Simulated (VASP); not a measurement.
Mo:

```
CELL_PARAMETERS angstrom
-1.57342 1.57342 1.57342
1.57342 -1.57342 1.57342
1.57342 1.57342 -1.57342
ATOMIC_POSITIONS crystal
Mo 0.00000 0.00000 0.00000
```

* Program: VASP 6.6.1
* Task: relaxation of cell and atoms
* Functional: PBE
* Potentials or basis: VASP PAW PBE potentials, release 64 (Mo_sv)
* Cutoff: 520 eV
* k mesh: 18 × 18 × 18
* Occupations: gaussian, width 1 eV
* Spin: no spin polarisation

At the start: pressure 5.8 GPa; volume 15.58 Å³/atom.

Task: Where does the relaxation end?

Result: Over 4 steps the energy falls by 6.2 meV/atom and the volume is 15.93 Å³/atom (+2.3 %); space group Im-3m (No. 229, to 0.05 Å).

The path:
```csv
step,energy change (eV),largest force (eV/Å),pressure (GPa),volume (Å³)
1,0.0000,0.0000,5.76,15.58
2,0.0328,0.0000,-12.49,16.88
3,-0.0062,0.0000,-0.10,15.94
4,-0.0062,0.0000,0.00,15.93
```

Final structure:
```cif
data_structure
_symmetry_space_group_name_H-M 'P 1'
_symmetry_Int_Tables_number 1
_cell_length_a 2.7456
_cell_length_b 2.7456
_cell_length_c 2.7456
_cell_angle_alpha 109.471
_cell_angle_beta 109.471
_cell_angle_gamma 109.471
_cell_volume 15.93
loop_
_atom_site_label
_atom_site_type_symbol
_atom_site_fract_x
_atom_site_fract_y
_atom_site_fract_z
_atom_site_occupancy
Mo1 Mo 0.00000 0.00000 0.00000 1
```
